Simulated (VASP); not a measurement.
Input of a VASP 6.6.1 run:

File POSCAR:

```
Ga4As3N                                 
1.0
   -0.0000000000     -2.9067492998     -2.9067492998
    2.5371666389      5.5192892817     -2.6125399819
    4.9527756782     -2.6769030481      2.6769030481
  Ga              N               As            
     4     1     3
Direct
     0.7829535599940922    0.5659071199881853    0.2605910395748264
     0.4764739957792042    0.9529479915584085    0.4318309909694060
     0.2450678090651873    0.4901356181303747    0.7462450499598031
     0.9924878958639332    0.9849757917278661    0.0389440347920358
     0.9393303799817123    0.8786607599634247    0.3093492284417480
     0.6783291214384969    0.3566582428769935    0.5531272056276715
     0.4414482617802960    0.8828965235605919    0.8124866464671150
     0.1939089760970778    0.3878179521941557    0.0974258041673943
```

INCAR.step1

```
  PREC = Accurate
  ENCUT = 520
  EDIFF = 1E-7
  ISMEAR = 0
  SIGMA = 0.02
  LREAL = F
  LASPH = T
  NELM = 100
  ALGO = Fast
  ISIF = 2
  LWAVE = F
  LCHARG = T
  GGA = PS
  KPAR = 2
```

The input KPOINTS.step1:

```
regular mesh
0
Gamma
  2 2 2
```

INCAR.step2

```
  PREC = Accurate
  ENCUT = 520
  EDIFF = 1E-7
  ISMEAR = 0
  SIGMA = 0.05
  LREAL = F
  LASPH = T
  NELM = 100
  ALGO = Fast
  ISIF = 2
  LWAVE = F
  LCHARG = F
  GGA = PS
  ICHARG = 11
  KPAR = 2
```

The input KPOINTS.step2:

```
path GYFLI,I1ZF1,YX1,XGN,MG
10
line-mode
reciprocal
 0.0000000000  0.0000000000  0.0000000000  G
 0.0000000000 -0.5000000000  1.0000000000  Y

 0.0000000000 -0.5000000000  1.0000000000  Y
 0.0000000000  0.2031250000  1.2812500000  F

 0.0000000000  0.2031250000  1.2812500000  F
 0.0000000000 -0.5000000000  0.5000000000  L

 0.0000000000 -0.5000000000  0.5000000000  L
 0.4687500000 -0.7343750000  0.5000000000  I

 0.5312500000 -0.2656250000 -0.5000000000  I1
 0.0000000000  0.0000000000 -0.5000000000  Z

 0.0000000000  0.0000000000 -0.5000000000  Z
 0.0000000000 -1.2031250000 -0.2812500000  F1

 0.0000000000 -0.5000000000  1.0000000000  Y
 0.3125000000 -0.6562500000  1.0000000000  X1

 0.6875000000 -0.3437500000  0.0000000000  X
 0.0000000000  0.0000000000  0.0000000000  G

 0.0000000000  0.0000000000  0.0000000000  G
 0.5000000000 -0.5000000000  0.5000000000  N

 0.5000000000 -0.5000000000  0.0000000000  M
 0.0000000000  0.0000000000  0.0000000000  G
```

Potentials or basis: VASP PAW PBE potentials, release 64 (Ga_d, N, As).

Command:

```console
$ cat potpaw_PBE.64/Ga_d/POTCAR potpaw_PBE.64/N/POTCAR potpaw_PBE.64/As/POTCAR > POTCAR
$ cp INCAR.step1 INCAR
$ cp KPOINTS.step1 KPOINTS
$ mpirun -np 2 vasp_std > vasp.out
$ cp INCAR.step2 INCAR
$ cp KPOINTS.step2 KPOINTS
$ mpirun -np 2 vasp_std > vasp.out
```

Q: Estimate the band gap on the k mesh.

A: 0.31 eV, indirect (least direct gap 0.53 eV).

Levels at the corners of the path, in eV from the valence-band top:
```tsv
point	band 34	band 35	band 36	band 37	band 38	band 39
Γ	-0.75	-0.15	0.00	0.53	1.61	1.76
Y	-0.74	-0.49	-0.34	0.31	1.05	1.76
Y	-0.74	-0.49	-0.34	0.31	1.05	1.76
F	-1.04	-0.85	-0.61	0.77	1.58	2.12
F	-1.04	-0.85	-0.61	0.77	1.58	2.12
L	-1.47	-1.35	-0.56	0.98	2.08	2.09
L	-1.47	-1.35	-0.56	0.98	2.08	2.09
I	-1.82	-0.90	-0.51	1.99	2.29	2.60
I1	-1.82	-0.90	-0.51	1.99	2.29	2.60
Z	-1.43	-0.98	-0.79	1.18	2.09	2.45
Z	-1.43	-0.98	-0.79	1.18	2.09	2.45
F1	-1.04	-0.85	-0.61	0.77	1.58	2.12
Y	-0.74	-0.49	-0.34	0.31	1.05	1.76
X1	-1.71	-1.46	-1.03	2.00	2.63	3.25
X	-1.71	-1.46	-1.03	2.00	2.63	3.25
Γ	-0.75	-0.15	0.00	0.53	1.61	1.76
Γ	-0.75	-0.15	0.00	0.53	1.61	1.76
N	-1.07	-0.95	-0.39	1.42	1.78	2.46
M	-2.33	-1.84	-1.21	2.87	3.21	3.64
Γ	-0.75	-0.15	0.00	0.53	1.61	1.76
```

Caveat: the k mesh is coarse (spacing up to 0.81 Å⁻¹), so the values aren't converged; the log is that of the step along the path at fixed density, whose energy, stress, charges and moments have no meaning. A k mesh can miss the band edges.
